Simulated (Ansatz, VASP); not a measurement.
One calculation of CrInF3, two programs

```
Cr In F
1.0
     4.24366    0.00000    0.00000
     0.00000    4.24366    0.00000
     0.00000    0.00000    4.24366
Cr In F
1 1 3
Direct
  0.00000 0.00000 0.00000
  0.50000 0.50000 0.50000
  0.50000 0.00000 0.00000
  0.00000 0.00000 0.50000
  0.00000 0.50000 0.00000
```

Change from the starting cell: species swapped into the KMnF3 type (Pm-3m, No. 221).

Alike in both runs: functional PBE; k mesh 4 × 4 × 4; occupations gaussian, width 0.1 eV; collinear spin.

Ansatz relaxed the structure, and its values are those at the end. VASP's run is a single point on that final structure, the one shown.

|  | VASP | Ansatz |
| --- | --- | --- |
| version | VASP 6.6.1 | Ansatz 0.2.0 |
| potentials or method | VASP PAW PBE potentials, release 64 (Cr_pv, In_d, F) | scalar-relativistic, plane waves, PAW |
| plane-wave cutoff (eV) | 520 | 420 |
| valence electrons in the cell | 46 | 48 |

```csv
,VASP,Ansatz,Ansatz less VASP
gap on the k mesh at the Fermi level (eV),none,none,-
pressure (GPa),-0.1,0.0,+0.09
net moment per atom (μB),0.80,0.80,0.000
size of the moment on the site where the two differ most (μB),3.69,3.23,-0.455
```

Site moments also hang on the region over which each program counts them. A gap of «none» marks a metal or a gap that the smearing closes. The two sets of potentials don't hold the same shells in valence.

Caveats: the k mesh is coarse (spacing up to 0.37 Å⁻¹), so the values aren't converged; a cell with one magnetic atom can't hold antiferromagnetic order, which such compounds often take; semilocal functionals often make such compounds metallic where correlation or magnetic order opens a gap, which also shifts bond lengths.
